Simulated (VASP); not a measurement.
Method: r2SCAN meta-GGA, VASP's PBE PAW potentials (set 64) (plane waves; VASP).

A VASP calculation is set up with these files.

File POSCAR:
```
CuI
1.0
  0.0000000000   3.0046451837   3.0046451837
  3.0046451837   0.0000000000   3.0046451837
  3.0046451837   3.0046451837   0.0000000000
Cu I
1 1
Cart
  3.0046451837   3.0046451837   6.0092903674
  1.5023225919   1.5023225919   1.5023225919
```

INCAR:
```
# general
SYSTEM =CuI
PREC   =Accurate
ENCUT  =400
LREAL  =.FALSE.
LASPH  =.TRUE.

# electronic loop
EDIFF  =1E-6   # SCF stop (eV)
NELM   =100   # most electronic steps
ALGO   =Normal   # blocked Davidson
LMAXMIX=4
LMIXTAU=.TRUE.

# smearing
ISMEAR =0   # Gaussian
SIGMA  =0.05   # width (eV)

# functional
METAGGA=R2SCAN

# ions
IBRION =2   # conjugate gradients
NSW    =60   # most ionic steps
ISIF   =3
EDIFFG =-0.01   # ionic stop

# output
LWAVE  =.FALSE.
LCHARG =.FALSE.
```

KPOINTS:
```
Automatic mesh
0
G
7 7 7
0 0 0
```

POTCAR, in this order: Cu I (PBE.64 set). Program: vasp_std.

Output of the run:

**OSZICAR**
```
       N       E                     dE             d eps       ncg     rms          rms(c)
DAV:   1     0.635719776008E+02    0.63572E+02   -0.69218E+03   520   0.122E+03
DAV:   2    -0.327447339276E+02   -0.96317E+02   -0.90460E+02   520   0.252E+02
DAV:   3    -0.389026729107E+02   -0.61579E+01   -0.60703E+01   705   0.764E+01
DAV:   4    -0.390854152294E+02   -0.18274E+00   -0.18264E+00   627   0.120E+01
DAV:   5    -0.390902888361E+02   -0.48736E-02   -0.48735E-02   746   0.191E+00    0.601E+00
DAV:   6    -0.361090079538E+02    0.29813E+01   -0.87459E+00   520   0.821E+01    0.490E+00
DAV:   7    -0.357934076947E+02    0.31560E+00   -0.15512E+00   585   0.476E+01    0.245E+00
DAV:   8    -0.358093804644E+02   -0.15973E-01   -0.60462E-01   594   0.223E+01    0.144E+00
DAV:   9    -0.357305098523E+02    0.78871E-01   -0.21397E-01   647   0.126E+01    0.208E-01
DAV:  10    -0.357904920424E+02   -0.59982E-01   -0.27013E-02   520   0.173E+00    0.106E-01
DAV:  11    -0.357907334097E+02   -0.24137E-03   -0.54260E-04   666   0.234E-01    0.719E-02
DAV:  12    -0.357900574582E+02    0.67595E-03   -0.15349E-03   605   0.122E+00    0.102E-01
DAV:  13    -0.357908450008E+02   -0.78754E-03   -0.14553E-03   620   0.116E+00    0.156E-02
DAV:  14    -0.357908378451E+02    0.71557E-05   -0.42945E-05   540   0.658E-02    0.104E-02
DAV:  15    -0.357908595587E+02   -0.21714E-04   -0.16472E-05   616   0.884E-02    0.419E-03
DAV:  16    -0.357908586907E+02    0.86793E-06   -0.13081E-06   500   0.135E-02
   1 F= -.35790859E+02 E0= -.35790859E+02  d E =-.357909E+02
```

OUTCAR:
```
------------------------ aborting loop because EDIFF is reached ----------------------------------------
  FORCE on cell =-STRESS in cart. coord.  units (eV):
  Direction    XX          YY          ZZ          XY          YZ          ZX
  --------------------------------------------------------------------------------------
  Total        0.0153349      0.0153349      0.0153349      0.0000000     -0.0000000      0.0000000
  in kB        0.4528793      0.4528793      0.4528793      0.0000000     -0.0000000      0.0000000
  external PRESSURE =       0.4528793 kB  Pullay stress =       0.0000000 kB
  volume of cell :       54.25
      direct lattice vectors                 reciprocal lattice vectors
     0.000000000  3.004645184  3.004645184    -0.166409000  0.166409000  0.166409000
     3.004645184  0.000000000  3.004645184     0.166409000 -0.166409000  0.166409000
     3.004645184  3.004645184  0.000000000     0.166409000  0.166409000 -0.166409000
  FREE ENERGIE OF THE ION-ELECTRON SYSTEM (eV)
  ---------------------------------------------------
  free  energy   TOTEN  =       -35.7908586907 eV

  energy  without entropy=      -35.7908586907  energy(sigma->0) =      -35.79085869

 reached required accuracy - stopping structural energy minimisation
```
(Selected blocks of OUTCAR.)

OUTCAR:
```
 val. band max:        4.5526877756   @ k =   0.0000   0.0000   0.0000

 cond. band min:       6.2435503408   @ k =   0.0000   0.0000   0.0000


 Fermi energy:         4.7845203563

 k-point     1 :       0.0000    0.0000    0.0000
  band No.  band energies     occupation
      1     -10.1198      2.00000
      2       0.6294      2.00000
      3       0.6294      2.00000
      4       0.6294      2.00000
      5       2.6063      2.00000
      6       2.6063      2.00000
      7       4.5527      2.00000
      8       4.5527      2.00000
      9       4.5527      2.00000
     10       6.2436      0.00000
     11       9.7622      0.00000
     12       9.7624      0.00000
     13       9.7624      0.00000

 k-point     2 :       0.1429    0.0000    0.0000
  band No.  band energies     occupation
      1     -10.0153      2.00000
      2       0.2429      2.00000
      3       0.6370      2.00000
      4       0.6370      2.00000
      5       2.5983      2.00000
      6       2.5983      2.00000
      7       3.8264      2.00000
      8       4.3956      2.00000
      9       4.3956      2.00000
     10       7.0112      0.00000
     11       9.7098      0.00000
     12      10.0521      0.00000
     13      10.0523      0.00000

 k-point     3 :       0.2857    0.0000    0.0000
  band No.  band energies     occupation
      1      -9.7612      2.00000
      2      -0.6267      2.00000
      3       0.6490      2.00000
      4       0.6491      2.00000
      5       2.5994      2.00000
      6       2.5995      2.00000
      7       3.0778      2.00000
      8       4.0765      2.00000
      9       4.0766      2.00000
     10       7.2832      0.00000
     11      10.3712      0.00000
     12      10.3714      0.00000
     13      10.8840      0.00000

 k-point     4 :       0.4286    0.0000    0.0000
  band No.  band energies     occupation
      1      -9.5337      2.00000
      2      -1.3128      2.00000
      3       0.6534      2.00000
...
```

Unless said otherwise, spin-orbit coupling is left out, though it shifts the bands of the heavy elements here.

The compound is CuI in the zinc blende structure. It was relaxed first. The start is the result of an earlier pass.
